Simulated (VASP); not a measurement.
CoSi, 8 atoms in the cell. Symmetry: P2_13, No. 198, cubic system. Conventional cell: a = 4.438 Å, b = 4.438 Å, c = 4.438 Å, α = 90.00°, β = 90.00°, γ = 90.00°. Co (site symmetry 3) is surrounded by 7 Si at 2.28 to 2.47 Å. Around Si (site symmetry 3) lie 7 Co at 2.28 to 2.47 Å. 

| Item | Value |
| --- | --- |
| Program | VASP 6.6.1 |
| Task | relaxation of cell and atoms |
| Functional | PBE |
| Potentials or basis | VASP PAW PBE potentials, release 64 (Co, Si) |
| Cutoff | 600 eV |
| k mesh | 8 × 8 × 8 |
| Occupations | gaussian, width 0.1 eV |
| Spin | no spin polarisation |
| Further INCAR settings | ALGO = Normal; EDIFF = 1e-07; IBRION = 2; EDIFFG = -0.004; NSW = 80; ISIF = 3 |

Potentials or basis: VASP PAW PBE potentials, release 64 (Co, Si).

Launch:

```console
$ cat potpaw_PBE.64/Co/POTCAR potpaw_PBE.64/Si/POTCAR > POTCAR
$ mpirun -np 1 vasp_std > vasp.out
```

Hardware: 1 thread of AMD EPYC 9R45 (Zen 5), on a shared host.

**Question.** Estimate the wall time of this run.

**Answer.** Run time: 7.5 min on 1 thread of AMD EPYC 9R45 (Zen 5), with other jobs on the host, peak memory 0.25 GiB. Counts: scf iterations 67, k points 45, ion steps 7.
